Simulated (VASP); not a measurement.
Data:

```
B31N31O
1.0
    7.24888     0.00000     0.00000
    0.00000     7.24888     0.00000
    0.00000     0.00000     7.24888
B N O
31 31 1
Direct
  0.50062   0.00109   0.00052
  0.74758   0.24984   0.00164
  0.74764   0.00216   0.24934
  0.00064   0.00000   0.99954
  0.25136   0.25024   0.00053
  0.50008   0.49721   0.00168
  0.75046   0.74959   0.99953
  0.25147   0.00107   0.24969
  0.75222   0.50197   0.25043
  0.50022   0.00236   0.49662
  0.75224   0.25101   0.50139
  0.75044   0.00006   0.74911
  0.99993   0.50007   0.99950
  0.25042   0.75021   0.99957
  0.00056   0.24999   0.24948
  0.25241   0.49730   0.24932
  0.50033   0.75024   0.24951
  0.00005   0.00014   0.49960
  0.25259   0.24997   0.49660
  0.50122   0.50203   0.50133
  0.75027   0.75103   0.49946
  0.25050   0.00015   0.74970
  0.50032   0.25012   0.74964
  0.75019   0.50000   0.75046
  0.00048   0.75005   0.24993
  0.00125   0.50001   0.49952
  0.25040   0.74968   0.49960
  0.00039   0.25045   0.74952
  0.25034   0.50016   0.74908
  0.50069   0.75012   0.74954
  0.00046   0.75010   0.74958
  0.63536   0.11321   0.11271
  0.87367   0.37488   0.12637
  0.87372   0.12697   0.37440
  0.12497   0.12500   0.12454
  0.36354   0.38490   0.11279
  0.62518   0.62329   0.12643
  0.87628   0.87375   0.12376
  0.36373   0.11350   0.38424
  0.87616   0.62590   0.37473
  0.62527   0.12704   0.62278
  0.87610   0.37525   0.62534
  0.87628   0.12423   0.87325
  0.12412   0.62594   0.12371
  0.37541   0.87471   0.12449
  0.12569   0.37490   0.37429
  0.37725   0.62344   0.37435
  0.62522   0.87549   0.37429
  0.12420   0.12435   0.62532
  0.37726   0.37497   0.62271
  0.62555   0.62590   0.62530
  0.87514   0.87513   0.62425
  0.37539   0.12509   0.87417
  0.62510   0.37486   0.87487
  0.87507   0.62474   0.87451
  0.12365   0.87331   0.37485
  0.12531   0.62483   0.62428
  0.37460   0.87397   0.62534
  0.12353   0.37537   0.87272
  0.37454   0.62592   0.87328
  0.62573   0.87331   0.87274
  0.12522   0.87489   0.87436
  0.63719   0.38696   0.38633
```

Level of theory: HSE06 screened hybrid, VASP's PBE PAW potentials (set 64) (plane waves; VASP). Settings: PREC = Normal, LREAL = Auto, ISYM = 0, EDIFF = 1E-5, 400 eV cut-off, 1×1×1 Γ-centred mesh, Gaussian smearing of 0.050 eV, potentials B N O. Starting moments (MAGMOM): 63*0.0317. The cell's moment is fixed (NUPDOWN = 2).

The supercell is sampled at Γ alone, which is coarse: total energies, pressure and levels can be off, energies of defects by several tenths of an eV.

Q: Estimate the cell moment, energy per atom (σ→0).

A: 
| Property | Result |
|---|---|
| cell moment | 2.00 μB |
| energy per atom (σ→0) | -10.084 eV/atom |

Q: Give the moment on each site (PAW-sphere projection).

A: 
```
site  moment (μB)
----  -----------
B1          -0.01
B2          -0.01
B3          -0.01
B4           0.00
B5          -0.01
B6          -0.01
B7           0.00
B8          -0.01
B9           0.00
B10         -0.01
B11          0.00
B12          0.00
B13          0.00
B14          0.00
B15          0.00
B16         -0.01
B17          0.00
B18          0.00
B19         -0.01
B20          0.00
B21          0.00
B22          0.00
B23          0.00
B24          0.00
B25          0.01
B26          0.00
B27          0.00
B28          0.01
B29          0.00
B30          0.01
B31          0.00
N32          0.40
N33          0.00
N34          0.00
N35          0.01
N36          0.40
N37          0.00
N38          0.04
N39          0.40
N40          0.00
N41          0.00
N42          0.00
N43          0.04
N44          0.04
N45          0.01
N46          0.01
N47          0.00
N48          0.01
N49          0.04
N50          0.00
N51          0.00
N52          0.01
N53          0.01
N54          0.01
N55          0.01
N56          0.03
N57          0.01
N58          0.04
N59          0.03
N60          0.04
N61          0.03
N62          0.01
O63          0.00
```

Total energies compare only between runs with the same potentials, cut-off and functional.

The cell is a supercell with a defect, built from BN (zinc blende): O_N-vac_B. The cell's shape comes from a PBE relaxation.
